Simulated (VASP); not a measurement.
An input for Ansatz (written as the equivalent of a VASP run, and not itself run):

Ansatz 0.2 input:
```yaml
crystal:
  lattice:
    - [1.2011073, -2.0803779, 0.0000000]
    - [1.2011073, 2.0803779, 0.0000000]
    - [0.0000000, 0.0000000, 5.2601594]
  atoms:
    - { symbol: C, position: [0.0000000, 0.0000000, 0.2500000] }
    - { symbol: C, position: [0.0000000, 0.0000000, 0.7500000] }
    - { symbol: C, position: [0.3333330, 0.6666670, 0.2500000] }
    - { symbol: C, position: [0.6666670, 0.3333330, 0.7500000] }
kpoints:
  mp_grid: { grid: [14, 14, 6] }
hamiltonian:
  xc: lda
  pseudopotentials: { kind: paw }
scf:
  occupations: { method: methfessel_paxton, width: 0.1 }
  max_iter: 100
relax:
  max_steps: 40
  f_tol: 0.02
  cell: { p_target: 30 }
output: { forces: true, stress: true, eigenvalues: true }
```

Question: Write the VASP files for the same calculation (LDA).

Answer: This is not unique; one that fits is 
File POSCAR:
```
C
1.0
  1.2011073425  -2.0803779118   0.0000000000
  1.2011073425   2.0803779118   0.0000000000
  0.0000000000   0.0000000000   5.2601594480
C
4
Direct
  0.0000000000   0.0000000000   0.2500000000
  0.0000000000   0.0000000000   0.7500000000
  0.3333330000   0.6666670000   0.2500000000
  0.6666670000   0.3333330000   0.7500000000
```

INCAR:
```
SYSTEM = C
PREC = Accurate
ENCUT = 620
EDIFF = 1E-6
NELM = 100
ALGO = Normal
LREAL = .FALSE.
LASPH = .TRUE.
ISMEAR = 1
SIGMA = 0.1
LWAVE = .FALSE.
LCHARG = .FALSE.
IBRION = 2
ISIF = 3
NSW = 40
EDIFFG = -0.02
PSTRESS = 300
```

### KPOINTS
```
Automatic mesh
0
Gamma
14 14 6
```

POTCAR, in this order: C (LDA.64 set). Program: vasp_std.

The two are equivalent in intent, not identical: each code has its own PAW files, so the cut-off isn't converted (ENCUT is set for VASP's; basis.ecutwfc is left out, and Ansatz then takes the one that its files recommend); Ansatz stops its SCF on the density residual and VASP on the energy change (EDIFF); Ansatz's lda is the Perdew-Wang form, while the LDA potentials of VASP carry Perdew-Zunger's.

The compound is C in the graphite structure. This run relaxes it under an external pressure of 30 GPa. Symmetry was kept, so distortions that lower it aren't found.
